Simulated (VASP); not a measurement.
Data:

```yaml
crystal:
  lattice:
    - [1.72017, -3.00374, 0.00000]
    - [1.72017, 3.00374, 0.00000]
    - [0.00000, 0.00000, 5.42286]
  atoms:
    - { symbol: Lu, position: [0.33333, 0.66667, 0.25000] }
    - { symbol: Lu, position: [0.69280, 0.35946, 0.75000] }
```

All values below come from AM05 GGA, VASP's PBE PAW potentials (set 64) (plane waves; VASP). Settings: 400 eV cut-off, 11×11×6 Γ-centred mesh, first-order Methfessel-Paxton smearing of 0.10 eV, potentials Lu_3.

Task: Give the force on each atom (eV/Å).

Result: 
| atom | Fx | Fy | Fz |
|---|---|---|---|
| Lu1 | 0.156 | -0.012 | 0.000 |
| Lu2 | -0.156 | 0.012 | 0.000 |

Task: Give the stress tensor in GPa (positive for a compressed cell).

Result: 
```
 0.57  -0.36   0.00
-0.36  -0.02   0.00
 0.00   0.00  -0.35
```
The pressure is its mean diagonal, 0.07 GPa.

The compound is Lu in the hcp structure. The cell was not relaxed at this level, atoms are displaced from their ideal sites. The run is one of a series of settings (GGA = AM against the base run), some of them coarse on purpose.
